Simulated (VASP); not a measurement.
Ho (hcp): the bulk modulus from VASP (plane waves, PAW) at several levels of theory. Static lattice, third-order Birch-Murnaghan fit over five volumes. The 4f electrons are frozen in the core of the lanthanide potential, so 4f levels, which can set the real gap, and their magnetism are missing. The measured value holds thermal and zero-point effects that the static calculation lacks.

```tsv
level	bulk modulus (GPa)	error against measurement
PBE	41.4	+2.9 %
PBEsol	43.6	+8.5 %
RPBE	40.1	-0.3 %
AM05	41.9	+4.2 %
PBE-D3(BJ)	42.4	+5.5 %
PBE-D4	41.6	+3.6 %
r2SCAN	44.3	+10.2 %
```

Measured: 40.2 GPa (as given by Wikipedia, Holmium (infobox)).

The cell of the PBE run:

Space group P6₃/mmc (No. 194); a = b = 3.5992 Å, c = 5.6079 Å, α = β = 90.00°, γ = 120.00°

| atom | site | symmetry | x | y | z |
|---|---|---|---|---|---|
| Ho | 2c | -6m2 | 0.3333 | 0.6667 | 0.2500 |

Only levels that ran to the end are used. Left out are those held back, those with too coarse a band path, GW runs whose mesh misses a band edge, hybrids' fits of cells that aren't cubic and levels without matching references; a question may draw on a part of the rest.

The compound is Ho in the hcp structure.
